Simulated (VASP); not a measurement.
Given:

```xyz
4
Lattice="3.9538 0.0000 0.0000 -1.9769 3.4241 0.0000 0.0000 0.0000 7.1667" Properties=species:S:1:pos:R:3 pbc="T T T"
Hg     0.0000     0.0000     0.0000
Hg     0.0000     0.0000     3.5833
Te     0.0000     2.2827     1.7917
Te     1.9769     1.1414     5.3750
```

These are PBEsol GGA, VASP's PBE PAW potentials (set 64) (plane waves; VASP) values and carry that method's errors. Settings: 500 eV cut-off, 9×9×5 Γ-centred mesh, first-order Methfessel-Paxton smearing of 0.10 eV, potentials Hg Te.

Energy and stress use the plane-wave basis of the starting cell.

### Question
The ions, cell shape and volume at an external pressure of 20.0 GPa are relaxed. What does this cell relax into?

### Answer

```xyz
4
Lattice="3.8095 0.0000 0.0000 -1.9047 3.2991 0.0000 0.0000 0.0000 7.1183" Properties=species:S:1:pos:R:3 pbc="T T T"
Hg     0.0000     0.0000     0.0000
Hg     0.0000     0.0000     3.5591
Te     0.0000     2.1994     1.7796
Te     1.9047     1.0997     5.3387
```
Space group P6_3/mmc (194), at a tolerance of 0.03 Å.

### Question
How do energy and volume change from the first to the last step?

### Answer
The energy (σ→0) changes by +172.6 meV/atom and the volume by -7.8 %, in 10 ionic steps.

```tsv
step	E(σ→0) (eV)	max force (eV/Å)	pressure (GPa)	volume (Å³)
1	-7.8161	0.000	10.04	97.02
2	-4.5534	0.000	51.09	77.35
3	-7.1899	0.000	19.47	90.07
4	-7.1575	0.000	19.87	89.80
5	-7.1399	0.000	20.13	89.66
6	-7.1327	0.000	20.16	89.55
7	-7.1061	0.000	20.22	89.31
8	-7.1110	0.000	20.20	89.34
9	-7.1626	0.000	19.56	89.76
10	-7.1256	0.000	19.98	89.46
```

The structure was generated: HgTe was put into the NiAs type type (P6_3/mmc), which need not be its known phase. This run relaxes it under an external pressure of 20 GPa. Symmetry was kept, so distortions that lower it aren't found.
